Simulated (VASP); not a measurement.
Level of theory: r2SCAN meta-GGA, VASP's PBE PAW potentials (set 64) (plane waves; VASP).

VASP input:

### POSCAR
```
Hf
1.0
 -1.7770470000   1.7770470000   1.7770470000
  1.7770470000  -1.7770470000   1.7770470000
  1.7770470000   1.7770470000  -1.7770470000
Hf
1
Cartesian
  0.0000000000   0.0000000000   0.0000000000
```

### INCAR
```
# general
SYSTEM  = Hf
PREC    = Accurate
ENCUT   = 400
LREAL   = F
LASPH   = T

# electronic loop
EDIFF   = 1E-6
NELM    = 100
ALGO    = Normal
LMAXMIX = 6
LMIXTAU = T

# smearing
ISMEAR  = 1
SIGMA   = 0.1

# functional
METAGGA = R2SCAN

# ions
IBRION  = 2
NSW     = 60
ISIF    = 3
EDIFFG  = -0.01

# output
LWAVE   = F
LCHARG  = F
```

### KPOINTS
```
Automatic
0
G
  13 13 13
0 0 0
```

POTCAR, in this order: Hf_pv (PBE.64 set). Program: vasp_std.

The run wrote:

**OSZICAR**
```
       N       E                     dE             d eps       ncg     rms          rms(c)
DAV:   1    -0.339976624093E+02   -0.33998E+02   -0.54479E+03  1568   0.865E+02
DAV:   2    -0.475694583618E+02   -0.13572E+02   -0.13161E+02  2264   0.118E+02
DAV:   3    -0.477947152317E+02   -0.22526E+00   -0.22295E+00  1745   0.114E+01
DAV:   4    -0.477962128175E+02   -0.14976E-02   -0.14966E-02  1962   0.956E-01
DAV:   5    -0.477962213118E+02   -0.84943E-05   -0.84941E-05  1744   0.515E-02    0.488E+01
DAV:   6    -0.445230426444E+02    0.32732E+01   -0.74165E-01  1576   0.854E+00    0.258E+01
DAV:   7    -0.452200434155E+02   -0.69700E+00   -0.39481E-01  1533   0.683E+00    0.712E+00
DAV:   8    -0.441702956339E+02    0.10497E+01   -0.43562E-01  1544   0.675E+00    0.541E+00
DAV:   9    -0.449320262451E+02   -0.76173E+00   -0.33762E-01  1528   0.430E+00    0.223E+00
DAV:  10    -0.449210856543E+02    0.10941E-01   -0.11353E-02  1551   0.118E+00    0.433E-01
DAV:  11    -0.449360175983E+02   -0.14932E-01   -0.11413E-02  1521   0.100E+00    0.471E-01
DAV:  12    -0.449376401735E+02   -0.16226E-02   -0.45087E-03  1515   0.826E-01    0.494E-01
DAV:  13    -0.449364929750E+02    0.11472E-02   -0.11918E-03  1536   0.349E-01    0.248E-01
DAV:  14    -0.449362976548E+02    0.19532E-03   -0.23665E-04  1565   0.145E-01    0.446E-02
DAV:  15    -0.449363166262E+02   -0.18971E-04   -0.36681E-05  1642   0.619E-02    0.408E-02
DAV:  16    -0.449363185262E+02   -0.19000E-05   -0.97725E-06  1597   0.373E-02    0.102E-01
DAV:  17    -0.449363117677E+02    0.67585E-05   -0.10216E-05  1597   0.348E-02    0.133E-02
DAV:  18    -0.449363160141E+02   -0.42464E-05   -0.53600E-07   778   0.870E-03    0.213E-02
DAV:  19    -0.449363148644E+02    0.11497E-05   -0.42156E-08   765   0.271E-03    0.157E-02
DAV:  20    -0.449363151850E+02   -0.32061E-06   -0.75502E-08   765   0.272E-03
   1 F= -.44936315E+02 E0= -.44935948E+02  d E =-.449363E+02
       N       E                     dE             d eps       ncg     rms          rms(c)
DAV:   1    -0.449865153927E+02   -0.50201E-01   -0.14300E+00  1517   0.114E+01    0.219E+00
DAV:   2    -0.449440182394E+02    0.42497E-01   -0.61593E-02  1561   0.257E+00    0.768E-01
DAV:   3    -0.449328196400E+02    0.11199E-01   -0.52113E-02  1536   0.191E+00    0.388E-01
DAV:   4    -0.449355838938E+02   -0.27643E-02   -0.32755E-03  1610   0.622E-01    0.254E-01
DAV:   5    -0.449346969463E+02    0.88695E-03   -0.72130E-04  1636   0.287E-01    0.739E-02
DAV:   6    -0.449355665141E+02   -0.86957E-03   -0.94181E-04  1529   0.337E-01    0.376E-02
DAV:   7    -0.449356371203E+02   -0.70606E-04   -0.18423E-04  1549   0.163E-01    0.103E-02
DAV:   8    -0.449356799787E+02   -0.42858E-04   -0.46447E-05  1541   0.816E-02    0.298E-03
DAV:   9    -0.449356796440E+02    0.33467E-06   -0.27739E-07  1128   0.597E-03
   2 F= -.44935680E+02 E0= -.44935178E+02  d E =0.635541E-03
       N       E                     dE             d eps       ncg     rms          rms(c)
DAV:   1    -0.449528081292E+02   -0.17128E-01   -0.41377E-01  1520   0.610E+00    0.116E+00
DAV:   2    -0.449406721318E+02    0.12136E-01   -0.18714E-02  1565   0.141E+00    0.395E-01
DAV:   3    -0.449376407587E+02    0.30314E-02   -0.14461E-02  1537   0.998E-01    0.208E-01
DAV:   4    -0.449383557879E+02   -0.71503E-03   -0.88538E-04  1700   0.324E-01    0.122E-01
DAV:   5    -0.449381662856E+02    0.18950E-03   -0.16698E-04  1707   0.139E-01    0.417E-02
DAV:   6    -0.449383070982E+02   -0.14081E-03   -0.22053E-04  1526   0.167E-01    0.219E-02
DAV:   7    -0.449383436171E+02   -0.36519E-04   -0.53850E-05  1518   0.882E-02    0.536E-03
DAV:   8    -0.449383538239E+02   -0.10207E-04   -0.68910E-06  1533   0.292E-02    0.134E-03
DAV:   9    -0.449383542667E+02   -0.44280E-06   -0.53781E-08   782   0.256E-03
   3 F= -.44938354E+02 E0= -.44937930E+02  d E =-.203908E-02
```

### OUTCAR
```
------------------------ aborting loop because EDIFF is reached ----------------------------------------
  FORCE on cell =-STRESS in cart. coord.  units (eV):
  Direction    XX          YY          ZZ          XY          YZ          ZX
  --------------------------------------------------------------------------------------
  Total       -0.0015626     -0.0015626     -0.0015626     -0.0000000      0.0000000     -0.0000000
  in kB       -0.1133960     -0.1133960     -0.1133960     -0.0000000      0.0000000     -0.0000000
  external PRESSURE =      -0.1133960 kB  Pullay stress =       0.0000000 kB
  volume of cell :       22.08
      direct lattice vectors                 reciprocal lattice vectors
    -1.767255579  1.767255579  1.767255579     0.000000000  0.282924556  0.282924556
     1.767255579 -1.767255579  1.767255579     0.282924556  0.000000000  0.282924556
     1.767255579  1.767255579 -1.767255579     0.282924556  0.282924556  0.000000000
 POSITION                                       TOTAL-FORCE (eV/Angst)
 -----------------------------------------------------------------------------------
     -0.00000      0.00000      0.00000         0.000000      0.000000      0.000000
 -----------------------------------------------------------------------------------
    total drift:                                0.000000     -0.000000      0.000000
  FREE ENERGIE OF THE ION-ELECTRON SYSTEM (eV)
  ---------------------------------------------------
  free  energy   TOTEN  =       -44.9383542667 eV

  energy  without entropy=      -44.9370800345  energy(sigma->0) =      -44.93792952

 reached required accuracy - stopping structural energy minimisation
```
(Selected blocks of OUTCAR.)

CONTCAR:
```
Hf
   1.00000000000000
    -1.7672555792779656    1.7672555792779656    1.7672555792779656
     1.7672555792779656   -1.7672555792779656    1.7672555792779656
     1.7672555792779656    1.7672555792779656   -1.7672555792779656
  Hf
     1
Direct
     0.0000000000000000    0.0000000000000000    0.0000000000000000
```

The structure was generated: Hf was put into the bcc type (Im-3m), which need not be its known phase. This run relaxes it. Symmetry was kept, so distortions that lower it aren't found.
